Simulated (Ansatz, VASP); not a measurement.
# HF (liquid hydrogen fluoride at 293 K): VASP beside Ansatz, part 2 of 2

Wanted: the spread between two codes on one cell, functional and k mesh. Of the first pair: The cell is taken from a series of runs on this material, whose earlier steps may have relaxed, scaled, displaced or heated it; both programs get it as it stands.

VASP 6.6.1 and Ansatz 0.2.0.

So far. Step 2 (VASP: single point, PBE, pair 1): The run ends at a pressure of -0.13 GPa, with forces up to 0.20 eV/Å.

## Step 6: VASP: single point, PBE, start cell, pair 2

Level of this step: PBE; plane waves and PAW (F, H) (VASP).

The same cell, functional, mesh and smearing now go to VASP, with its own data sets.

INCAR reads:

```
SYSTEM = HF
PREC = Accurate
ENCUT = 520
EDIFF = 1E-06
NELM = 120
ISMEAR = -1
SIGMA = 0.025
LREAL = Auto
ALGO = Normal
GGA = PE
NBANDS = 304
LORBIT = 11
LWAVE = .FALSE.
LCHARG = .FALSE.
ISIF = 2
LASPH = .TRUE.
GGA_COMPAT = .FALSE.
EFERMI = MIDGAP
NCORE = 4
```

POSCAR reads:

```
HF
1.0
   12.2558200000      0.0000000000      0.0000000000
    0.0000000000     12.2558200000      0.0000000000
    0.0000000000      0.0000000000     12.2558200000
F H
56 56
Direct
    0.3436979329      0.4257405869      0.2985765130
    0.1541063756      0.6844176889      0.1929777037
    0.7497009584      0.7459394802      0.5596687941
    0.6471129635      0.5037525029      0.9577490531
    0.9717260861      0.8138827104      0.0888475842
    0.9827167827      0.4913665507      0.5803610040
    0.0986388508      0.7085694796      0.4475914300
    0.2422114555      0.2657268139      0.3209169195
    0.5953008448      0.0830462588      0.6220391618
    0.8603259513      0.2626425649      0.5304826605
    0.3203865592      0.4502595502      0.8024106098
    0.9034401615      0.4491335545      0.9977137393
    0.8068003610      0.5472338856      0.2813275652
    0.6466886753      0.9083031572      0.5863173578
    0.9415363476      0.1368411090      0.8193087039
    0.1438989802      0.8895936788      0.9096412970
    0.2044008479      0.7846231423      0.0486462758
    0.6885789772      0.6714932171      0.1245367507
    0.1129096217      0.1684424216      0.4058072002
    0.1731422296      0.9611923152      0.2321427697
    0.7946265529      0.7794908868      0.7902204830
    0.9008781134      0.9873921125      0.1413695697
    0.8319720753      0.9303008693      0.4042895539
    0.3438284831      0.1605522927      0.9485207844
    0.3599677541      0.8043525443      0.8132381187
    0.2801770914      0.3348613149      0.9570636644
    0.7974986578      0.3217165396      0.9008862728
    0.3795910841      0.6272530112      0.8200185708
    0.1782663257      0.0822384794      0.0977413180
    0.6972116105      0.1730932732      0.9353188934
[... 76 atom lines left out ...]
    0.0804189357      0.4738320243      0.5453327480
    0.0487033915      0.4346995958      0.2016511339
    0.8802430192      0.1387014496      0.7337983097
    0.7968295879      0.6660590642      0.6003025501
    0.3685922280      0.6620038480      0.2137433481
    0.1538697533      0.7973517888      0.4241005498
```

KPOINTS reads:

```
Automatic mesh
0
Gamma
1 1 1
0 0 0
```

The projector-augmented-wave data sets are F and H (PBE family, release 64).

Run with:

```sh
$ mpirun -np 16 vasp_gam
```

Numbers of over 12 decimals in the logs are rounded to 6 here.

Log:

```text
[... set-up lines as in an earlier step ...]
 entering main loop
       N       E                     dE             d eps       ncg     rms          rms(c)
DAV:   1     0.409551126539E+04    0.40955E+04   -0.25784E+05   688   0.136E+03
DAV:   2    -0.785848211015E+02   -0.41741E+04   -0.40120E+04   728   0.348E+02
DAV:   3    -0.477998641514E+03   -0.39941E+03   -0.39744E+03   696   0.112E+02
DAV:   4    -0.483946263381E+03   -0.59476E+01   -0.59331E+01   720   0.156E+01
[...]
DAV:  17    -0.455917116201E+03   -0.24706E-04   -0.18929E-05   664   0.164E-02    0.126E-02
DAV:  18    -0.455917122335E+03   -0.61340E-05   -0.12483E-05   640   0.156E-02    0.436E-03
DAV:  19    -0.455917123176E+03   -0.84082E-06   -0.71054E-06   720   0.827E-03
   1 F= -.45591712E+03 E0= -.45591712E+03  d E =0.000000E+00
```

From OUTCAR (step 6):

```text
  FREE ENERGIE OF THE ION-ELECTRON SYSTEM (eV)
  ---------------------------------------------------
  free  energy   TOTEN  =      -455.9171231759 eV

  energy  without entropy=     -455.9171231759  energy(sigma->0) =     -455.91712318
```

The run ends at a pressure of 3.47 GPa, with forces up to 4.1 eV/Å.

## Step 7: Side by side

What differs besides the data sets and the points named for the pairs above, as far as they apply: the cutoff is 420 eV in Ansatz and 520 eV in VASP (PREC = Accurate, projectors in real space). Total energies have different zeros and are not compared.

Forces on 8 of the 112 atoms, those with the largest forces and the largest differences (eV/Å; atoms numbered as in POSCAR):

| atom | Ansatz x, y, z | VASP x, y, z |
| --- | --- | --- |
| F15 | -2.674, 0.546, -1.427 | -2.958, 0.583, -1.686 |
| F19 | -1.694, -1.903, 1.700 | -1.938, -2.099, 1.810 |
| F25 | -0.172, 3.042, -0.623 | -0.166, 3.328, -0.616 |
| F29 | 0.320, 2.704, -2.595 | 0.292, 2.933, -2.873 |
| F38 | -2.374, -1.518, 1.183 | -2.564, -1.725, 1.367 |
| F50 | 2.225, 2.021, 2.073 | 2.538, 2.198, 2.292 |
| H85 | -0.206, -1.460, 1.453 | -0.203, -1.732, 1.754 |
| H106 | -2.142, -1.709, -1.746 | -2.428, -1.874, -1.967 |

The forces differ by 142 meV/Å r.m.s., which is 16.3 % of the r.m.s. force of 0.872 eV/Å (both taken over all components).

## Step 8: Ansatz: relaxation, PBE

This run makes the geometry at which the two programs are then compared.

The structure compared here is the end of the Ansatz relaxation.

This is the run of step 5 again, met here at its other cell.

## Step 9: VASP: single point, PBE, relaxed atoms in a fixed cell, pair 3

The same cell, functional, mesh and smearing now go to VASP, with its own data sets.

INCAR is that of step 6.

POSCAR reads:

```
HF
1.0
   12.2558200000      0.0000000000      0.0000000000
    0.0000000000     12.2558200000      0.0000000000
    0.0000000000      0.0000000000     12.2558200000
F H
56 56
Direct
    0.2172400000      0.4949400000      0.3959600000
    0.1443000000      0.5171800000      0.1043500000
    0.8267200000      0.8540300000      0.5379100000
    0.7090900000      0.5246800000      0.7900100000
    0.9362900000      0.7153200000      0.0440600000
    0.0143500000      0.5756600000      0.5741000000
    0.0720400000      0.7796200000      0.4170800000
    0.1100400000      0.3578900000      0.3015200000
    0.6494600000      0.0790400000      0.7130700000
    0.9126900000      0.3197900000      0.6179400000
    0.3440100000      0.4352900000      0.8981400000
    0.7727300000      0.4184100000      0.1069800000
    0.8336000000      0.5465900000      0.3765200000
    0.6504800000      0.9239300000      0.5919200000
    0.0476200000      0.0326700000      0.7555900000
    0.1397100000      0.8073400000      0.9106700000
    0.2314000000      0.6466600000      0.9823300000
    0.6397500000      0.6668000000      0.2364500000
    0.0547900000      0.1990500000      0.4069600000
    0.1616400000      0.9202800000      0.1344400000
    0.8205200000      0.8403600000      0.8200300000
    0.9172300000      0.8766800000      0.1594200000
    0.7355900000      0.0816700000      0.4121600000
    0.4119000000      0.1077600000      0.8266700000
    0.3923500000      0.7688500000      0.8291000000
    0.4380100000      0.2666500000      0.9434100000
    0.7717200000      0.2617400000      0.9854900000
    0.4663500000      0.5902000000      0.8761100000
    0.2594300000      0.0480700000      0.0202900000
    0.6361300000      0.1210400000      0.0172000000
[... 76 atom lines left out ...]
    0.1150800000      0.6073700000      0.6264400000
    0.0360000000      0.2978400000      0.0676000000
    0.9661400000      0.0890900000      0.6929700000
    0.8394600000      0.7476600000      0.5804900000
    0.3436800000      0.6752200000      0.2891400000
    0.1092800000      0.8780900000      0.3638400000
```

KPOINTS is that of step 6.

Run with:

```sh
$ mpirun -np 16 vasp_gam
```

Log:

```text
[... set-up lines as in an earlier step ...]
 entering main loop
       N       E                     dE             d eps       ncg     rms          rms(c)
DAV:   1     0.413220165356E+04    0.41322E+04   -0.25556E+05   672   0.136E+03
DAV:   2    -0.957250678710E+02   -0.42279E+04   -0.40861E+04   736   0.349E+02
DAV:   3    -0.486130925988E+03   -0.39041E+03   -0.38835E+03   704   0.111E+02
DAV:   4    -0.491988491199E+03   -0.58576E+01   -0.58444E+01   704   0.154E+01
[...]
DAV:  18    -0.466854126243E+03   -0.14481E-05   -0.11042E-05   736   0.106E-02    0.333E-03
DAV:  19    -0.466854127350E+03   -0.11068E-05   -0.22704E-06   504   0.526E-03    0.289E-03
DAV:  20    -0.466854127920E+03   -0.57028E-06   -0.62164E-07   464   0.384E-03
   1 F= -.46685413E+03 E0= -.46685413E+03  d E =0.000000E+00
```

From OUTCAR (step 9):

```text
  FREE ENERGIE OF THE ION-ELECTRON SYSTEM (eV)
  ---------------------------------------------------
  free  energy   TOTEN  =      -466.8541279200 eV

  energy  without entropy=     -466.8541279200  energy(sigma->0) =     -466.85412792

[... 1 part as in an earlier step ...]
```

The run ends at a pressure of -0.10 GPa, with forces up to 0.21 eV/Å.

## Step 10: Differences

The two programs side by side:

| quantity | Ansatz | VASP | difference |
| --- | --- | --- | --- |
| gap on the k mesh (eV) | 7.760 | 7.730 | +0.030 |

Forces on 7 of the 112 atoms, those with the largest forces and the largest differences (eV/Å; atoms numbered as in POSCAR):

| atom | Ansatz x, y, z | VASP x, y, z |
| --- | --- | --- |
| H61 | 0.000, -0.002, -0.002 | -0.160, -0.125, -0.026 |
| H66 | -0.004, -0.003, -0.001 | -0.009, -0.198, 0.043 |
| H67 | 0.000, 0.000, 0.000 | 0.086, -0.175, 0.049 |
| H77 | 0.004, 0.000, -0.001 | 0.185, -0.066, -0.045 |
| H85 | -0.003, 0.000, 0.002 | -0.086, -0.139, 0.119 |
| H91 | 0.001, -0.003, 0.002 | 0.070, -0.156, 0.116 |
| H107 | -0.005, -0.002, -0.005 | -0.175, -0.062, -0.079 |

The forces differ by 108 meV/Å r.m.s., where the r.m.s. force is 0.004 eV/Å in Ansatz and 0.107 eV/Å in VASP: the atoms lie near their places of rest in Ansatz, so a percentage would say little (all taken over all components). A gap on the mesh is an upper bound, since the band edges may lie between its points.

## Step 11: Summary of results

```yaml
r_m_s_force_difference_single_point_pbe_pair_1: 105 meV/Å
r_m_s_force_difference_single_point_pbe_start_cell_pair_2: 16 % of the r.m.s. force
r_m_s_force_difference_single_point_pbe_relaxed_atoms_in_a_fixed_cell_pair_3: 108 meV/Å
```

**Reading.** The r.m.s. force difference is 108 meV/Å (single point, PBE, relaxed atoms in a fixed cell, pair 3), beyond the 12 meV/Å picked in this series as the mark of a large difference. What causes the difference of the single point, PBE, pair 1 pair stays open here. What causes the difference of the single point, PBE, start cell, pair 2 pair stays open here. What causes the difference of the single point, PBE, relaxed atoms in a fixed cell, pair 3 pair stays open here. Pairs 1 and 3 hold one cell, so they aren't independent. How closely two codes agree says nothing of how well the functional describes the real material.

[Lines on the potential files, build, host, timing and source positions are cut from VASP's logs without a mark.]

[Logs are printed without paths, hosts, clocks, repeated set-up lines and the standing remarks that a program may print on its own settings, such as how far it seeks lower states.]

[Hosts, paths, dates, database ids (printed as entryN), source tags and the programs' standing remarks are cut or masked in the printed files.]
